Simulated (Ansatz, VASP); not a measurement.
# MgGaNO: VASP beside Ansatz, part 3 of 3

Aim: how closely do two programs agree when they are given the same cell, functional and k mesh? The cell is generated by rule, not measured, and may not be a known phase. The cell is taken from a series of runs on this material, whose earlier steps may have relaxed, scaled, displaced or heated it; both programs get it as it stands.

VASP 6.6.1 and Ansatz 0.2.0.

So far: Set-up; Ansatz: zone-centre phonons, LDA; VASP: zone-centre phonons, LDA.

## (3) VASP: zone-centre phonons, LDA (continued)

Level of this step: LDA; plane waves and PAW (Ga_d, Mg, N, O); invented cell (VASP).

Numbers of over 12 decimals in the logs are rounded to 6 here.

From OUTCAR (step 3):

```text
ion  position               nearest neighbor table
   1  0.333  0.667  0.968-   5 1.93   8 1.97   8 1.97   8 1.97   7 2.00   4 3.00   4 3.00   4 3.00

  LATTYP: Found a hexagonal cell.
 ALAT       =     3.3995823214
 C/A-ratio  =     2.5669731161

 Subroutine GETGRP returns: Found  6 space group operations
 (whereof  6 operations were pure point group operations)

The static configuration has the point symmetry C_3v.

 Found     43 irreducible k-points:

   k-points           NKPTS =     43   k-points in BZ     NKDIM =     43   number of bands    NBANDS=     34

   dimension x,y,z NGX =    28 NGY =   28 NGZ =   70
   dimension x,y,z NGXF=    56 NGYF=   56 NGZF=  140

   ENCUT  =  600.0 eV  44.10 Ry    6.64 a.u.   6.79  6.79 17.43*2*pi/ulx,y,z

   NELECT =      52.0000    total number of electrons

 k-points in reciprocal lattice and weights: Automatic mesh
   0.00000000  0.00000000  0.00000000       0.003
   0.11111111  0.00000000  0.00000000       0.019
   0.22222222  0.00000000  0.00000000       0.019
   0.33333333  0.00000000  0.00000000       0.019
   0.44444444  0.00000000  0.00000000       0.019
   0.11111111  0.11111111  0.00000000       0.019
   0.22222222  0.11111111  0.00000000       0.037
   0.33333333  0.11111111  0.00000000       0.037
   0.44444444  0.11111111  0.00000000       0.019
[...]
0.33333333  0.22222222  0.50000000       0.037
   0.33333333  0.33333333  0.50000000       0.006

 average (electrostatic) potential at core
       1 -66.4566       2 -65.6539       3 -33.9044       4 -34.8477       5 -62.9072
       6 -60.9963       7 -71.1436       8 -71.9808

  Total       -0.1470047     -0.1470047     -0.2180569      0.0000000      0.0000000     -0.0000000
[...]
1 f  =   21.674262 THz   136.183404 2PiTHz  722.975558 cm-1    89.637505 meV
             X         Y         Z           dx          dy          dz
     -0.000000  1.962750  8.446681     0.000000    0.000000   -0.177531
      1.699791  0.981375  2.190879    -0.000000   -0.000000    0.144660
     -0.000000  1.962750  4.203719     0.000000    0.000000    0.116053
      1.699791  0.981375  6.179098     0.000000    0.000000    0.102650
     -0.000000  1.962750  1.645681     0.000000    0.000000    0.417035
      1.699791  0.981375  4.092512    -0.000000   -0.000000   -0.852055
     -0.000000  1.962750  6.443899    -0.000000   -0.000000    0.137804
      1.699791  0.981375  8.249054    -0.000000   -0.000000    0.068161

   2 f  =   20.315122 THz   127.643677 2PiTHz  677.639533 cm-1    84.016556 meV
             X         Y         Z           dx          dy          dz
     -0.000000  1.962750  8.446681    -0.000000    0.001328   -0.000000
      1.699791  0.981375  2.190879    -0.000000    0.006791   -0.000000
     -0.000000  1.962750  4.203719    -0.000003    0.590366    0.000000
      1.699791  0.981375  6.179098    -0.000000    0.003099    0.000000
     -0.000000  1.962750  1.645681    -0.000000    0.012039   -0.000000
      1.699791  0.981375  4.092512     0.000004   -0.807001   -0.000000
     -0.000000  1.962750  6.443899     0.000000   -0.000962   -0.000000
      1.699791  0.981375  8.249054     0.000000   -0.003656   -0.000000

   3 f  =   20.315122 THz   127.643677 2PiTHz  677.639533 cm-1    84.016556 meV
             X         Y         Z           dx          dy          dz
     -0.000000  1.962750  8.446681     0.001328    0.000000   -0.000000
      1.699791  0.981375  2.190879     0.006791    0.000000    0.000000
     -0.000000  1.962750  4.203719     0.590366    0.000003    0.000000
      1.699791  0.981375  6.179098     0.003099    0.000000   -0.000000
     -0.000000  1.962750  1.645681     0.012039    0.000000    0.000000
      1.699791  0.981375  4.092512    -0.807001   -0.000004    0.000000
     -0.000000  1.962750  6.443899    -0.000962   -0.000000   -0.000000
      1.699791  0.981375  8.249054    -0.003656   -0.000000   -0.000000

   4 f  =   19.872788 THz   124.864412 2PiTHz  662.884865 cm-1    82.187212 meV
             X         Y         Z           dx          dy          dz
     -0.000000  1.962750  8.446681     0.000000    0.000000   -0.109190
      1.699791  0.981375  2.190879    -0.000000   -0.000000   -0.258758
     -0.000000  1.962750  4.203719    -0.000000   -0.000000   -0.021177
      1.699791  0.981375  6.179098     0.000000    0.000000    0.167895
     -0.000000  1.962750  1.645681     0.000000    0.000000    0.811627
      1.699791  0.981375  4.092512     0.000000    0.000000    0.329659
     -0.000000  1.962750  6.443899    -0.000000   -0.000000   -0.309838
      1.699791  0.981375  8.249054    -0.000000   -0.000000   -0.170505

   5 f  =   16.379680 THz   102.916567 2PiTHz  546.367326 cm-1    67.740884 meV
             X         Y         Z           dx          dy          dz
     -0.000000  1.962750  8.446681    -0.000001   -0.035400    0.000000
      1.699791  0.981375  2.190879     0.000000    0.009855   -0.000000
     -0.000000  1.962750  4.203719    -0.000000   -0.000228    0.000000
      1.699791  0.981375  6.179098     0.000009    0.541801   -0.000000
     -0.000000  1.962750  1.645681    -0.000001   -0.051168   -0.000000
      1.699791  0.981375  4.092512     0.000000    0.001061    0.000000
     -0.000000  1.962750  6.443899    -0.000014   -0.804028    0.000000
      1.699791  0.981375  8.249054     0.000004    0.236688    0.000000

   6 f  =   16.379680 THz   102.916567 2PiTHz  546.367326 cm-1    67.740884 meV
             X         Y         Z           dx          dy          dz
     -0.000000  1.962750  8.446681    -0.035400    0.000001    0.000000
      1.699791  0.981375  2.190879     0.009855   -0.000000    0.000000
     -0.000000  1.962750  4.203719    -0.000228    0.000000    0.000000
      1.699791  0.981375  6.179098     0.541801   -0.000009    0.000000
     -0.000000  1.962750  1.645681    -0.051168    0.000001   -0.000000
      1.699791  0.981375  4.092512     0.001061   -0.000000   -0.000000
     -0.000000  1.962750  6.443899    -0.804028    0.000014   -0.000000
      1.699791  0.981375  8.249054     0.236688   -0.000004    0.000000

   7 f  =   15.577006 THz    97.873213 2PiTHz  519.592978 cm-1    64.421290 meV
             X         Y         Z           dx          dy          dz
     -0.000000  1.962750  8.446681    -0.000000    0.000000   -0.037457
      1.699791  0.981375  2.190879    -0.000000   -0.000000    0.035518
     -0.000000  1.962750  4.203719     0.000000   -0.000000    0.007485
      1.699791  0.981375  6.179098    -0.000000    0.000000    0.206421
     -0.000000  1.962750  1.645681     0.000000    0.000000   -0.133284
      1.699791  0.981375  4.092512     0.000000    0.000000   -0.087604
     -0.000000  1.962750  6.443899     0.000000   -0.000000   -0.707669
      1.699791  0.981375  8.249054    -0.000000   -0.000000    0.654549

   8 f  =   13.964404 THz    87.740935 2PiTHz  465.802364 cm-1    57.752107 meV
             X         Y         Z           dx          dy          dz
     -0.000000  1.962750  8.446681     0.000004   -0.251971   -0.000000
      1.699791  0.981375  2.190879    -0.000002    0.136149   -0.000000
     -0.000000  1.962750  4.203719    -0.000000    0.015365    0.000000
      1.699791  0.981375  6.179098     0.000003   -0.218864   -0.000000
     -0.000000  1.962750  1.645681     0.000007   -0.465339    0.000000
      1.699791  0.981375  4.092512    -0.000000    0.000420   -0.000000
     -0.000000  1.962750  6.443899    -0.000002    0.129740   -0.000000
      1.699791  0.981375  8.249054    -0.000011    0.797787    0.000000

   9 f  =   13.964404 THz    87.740935 2PiTHz  465.802364 cm-1    57.752107 meV
             X         Y         Z           dx          dy          dz
     -0.000000  1.962750  8.446681     0.251971    0.000004    0.000000
      1.699791  0.981375  2.190879    -0.136149   -0.000002   -0.000000
     -0.000000  1.962750  4.203719    -0.015365   -0.000000    0.000000
      1.699791  0.981375  6.179098     0.218864    0.000003   -0.000000
     -0.000000  1.962750  1.645681     0.465339    0.000007   -0.000000
      1.699791  0.981375  4.092512    -0.000420   -0.000000   -0.000000
     -0.000000  1.962750  6.443899    -0.129740   -0.000002   -0.000000
      1.699791  0.981375  8.249054    -0.797787   -0.000011    0.000000

  10 f  =   13.180342 THz    82.814534 2PiTHz  439.648900 cm-1    54.509492 meV
             X         Y         Z           dx          dy          dz
     -0.000000  1.962750  8.446681     0.000000    0.000000   -0.222225
      1.699791  0.981375  2.190879     0.000000   -0.000000   -0.047797
     -0.000000  1.962750  4.203719    -0.000000    0.000000    0.297752
      1.699791  0.981375  6.179098     0.000000   -0.000000   -0.704108
     -0.000000  1.962750  1.645681    -0.000000    0.000000    0.219023
      1.699791  0.981375  4.092512    -0.000000    0.000000    0.173413
     -0.000000  1.962750  6.443899    -0.000000    0.000000    0.202209
      1.699791  0.981375  8.249054    -0.000000   -0.000000    0.494950

  11 f  =   12.842346 THz    80.690838 2PiTHz  428.374545 cm-1    53.111651 meV
             X         Y         Z           dx          dy          dz
     -0.000000  1.962750  8.446681    -0.000000    0.213437    0.000000
      1.699791  0.981375  2.190879    -0.000001    0.311451    0.000000
     -0.000000  1.962750  4.203719    -0.000000    0.004067    0.000000
      1.699791  0.981375  6.179098    -0.000000    0.092934   -0.000000
    [... 145 further lines ...]
     -0.000000  1.962750  6.443899     0.081107   -0.240648   -0.000000
      1.699791  0.981375  8.249054     0.081140   -0.240748   -0.000000

 MACROSCOPIC STATIC DIELECTRIC TENSOR IONIC CONTRIBUTION
 ------------------------------------------------------
           4.606537    -0.000000     0.000000
          -0.000000     4.606537     0.000000
           0.000000     0.000000    12.310984
 ------------------------------------------------------

 ELASTIC MODULI CONTR FROM IONIC RELAXATION (kBar)
 Direction    XX          YY          ZZ          XY          YZ          ZX
 --------------------------------------------------------------------------------
 XX        -712.7680    580.2755    148.0008      0.0000     10.8772     -0.0000
 YY         580.2755   -712.7680    148.0008     -0.0000    -10.8772      0.0000
 ZZ         148.0008    148.0008   -747.8361      0.0000     -0.0000      0.0000
 XY           0.0000     -0.0000      0.0000   -646.5218      0.0000      9.9085
 YZ          10.8772    -10.8772     -0.0000      0.0000    -14.0856     -0.0000
 ZX          -0.0000      0.0000      0.0000      9.9085     -0.0000    -12.8981
 --------------------------------------------------------------------------------

 PIEZOELECTRIC TENSOR IONIC CONTR  for field in x, y, z        (C/m^2)
          XX          YY          ZZ          XY          YZ          ZX
  --------------------------------------------------------------------------------
  x    -0.00000     0.00000    -0.00000    -0.05556     0.00000    -0.11952
  y    -0.05556     0.05556     0.00000    -0.00000    -0.11156     0.00000
  z    -0.43946    -0.43946     1.67654    -0.00000     0.00000    -0.00000
```

## (4) Side by side

Known differences besides the potentials themselves: the two LDA forms differ slightly; fixed occupations in Ansatz, narrow Gaussian smearing in VASP; the data sets hold 68 valence electrons in Ansatz (on its default PAW (the set named soft_2) files) and 52 in VASP; the cutoff is 420 eV in Ansatz and 600 eV in VASP; VASP's log shows a relativistic correction to its local exchange, Ansatz's none; VASP's log repeats an internal error in its field response. Total energies have different zeros and are not compared.

Compared:

| quantity | Ansatz | VASP | difference |
| --- | --- | --- | --- |
| ε∞ xx | 4.81 | 4.82 | -0.16 % |
| ε∞ yy | 4.81 | 4.82 | -0.16 % |
| ε∞ zz | 5.06 | 4.99 | +1.28 % |
| Born charge of Ga1 (mean of the diagonal) (e) | 2.95 | 2.93 | +0.02 |
| Born charge of Mg3 (mean of the diagonal) (e) | 1.74 | 1.74 | 0.00 |
| Born charge of N5 (mean of the diagonal) (e) | -2.50 | -2.49 | -0.01 |
| Born charge of O7 (mean of the diagonal) (e) | -2.19 | -2.18 | -0.01 |
| optical mode 1 to 2 (cm⁻¹) | 139.3 | 139.2 | +0.05 % |
| optical mode 3 to 4 (cm⁻¹) | 180.7 | 179.8 | +0.52 % |
| optical mode 5 (cm⁻¹) | 207.9 | 206.9 | +0.45 % |
| optical mode 6 to 7 (cm⁻¹) | 250.8 | 251.3 | -0.20 % |
| optical mode 8 (cm⁻¹) | 287.7 | 288.4 | -0.25 % |
| optical mode 9 (cm⁻¹) | 330.7 | 335.6 | -1.45 % |
| optical mode 10 to 11 (cm⁻¹) | 422.4 | 428.4 | -1.38 % |
| optical mode 12 (cm⁻¹) | 435.5 | 439.6 | -0.94 % |
| optical mode 13 to 14 (cm⁻¹) | 457.6 | 465.8 | -1.76 % |
| optical mode 15 (cm⁻¹) | 515.6 | 519.6 | -0.77 % |
| optical mode 16 to 17 (cm⁻¹) | 539.8 | 546.4 | -1.20 % |
| optical mode 18 (cm⁻¹) | 659.0 | 662.9 | -0.59 % |
| optical mode 19 to 20 (cm⁻¹) | 668.9 | 677.6 | -1.29 % |
| optical mode 21 (cm⁻¹) | 717.6 | 723.0 | -0.74 % |

Modes are paired by rising frequency, not by their patterns, so a pair may set unlike modes beside each other; they are those without the splitting of longitudinal modes.

## (5) Outcome

```json
{
 "r.m.s. difference of the optical zone-centre modes, each program's sorted by frequency (zone-centre phonons, LDA)": "5.1 cm⁻¹",
 "difference in optical mode 13 to 14 (zone-centre phonons, LDA)": "-1.8 %"
}
```

The r.m.s. difference of the optical zone-centre modes, each program's sorted by frequency is 5.1 cm⁻¹ (zone-centre phonons, LDA). The data sets hold unlike numbers of valence electrons (68 in Ansatz and 52 in VASP), so part of the differences comes from the potentials. Among the rows given in per cent, the largest difference of the zone-centre phonons, LDA pair is in optical mode 13 to 14, -1.8 %. Such differences can come from data sets, numerical settings and the points named under the comparisons, not from the functional's error against experiment.

[Lines on the potential files, build, host, timing and source positions are cut from VASP's logs without a mark.]

[Logs are printed without paths, hosts, clocks, repeated set-up lines and the standing remarks that a program may print on its own settings, such as how far it seeks lower states.]

[Hosts, paths, dates, database ids (printed as entryN), source tags and the programs' standing remarks are cut or masked in the printed files.]
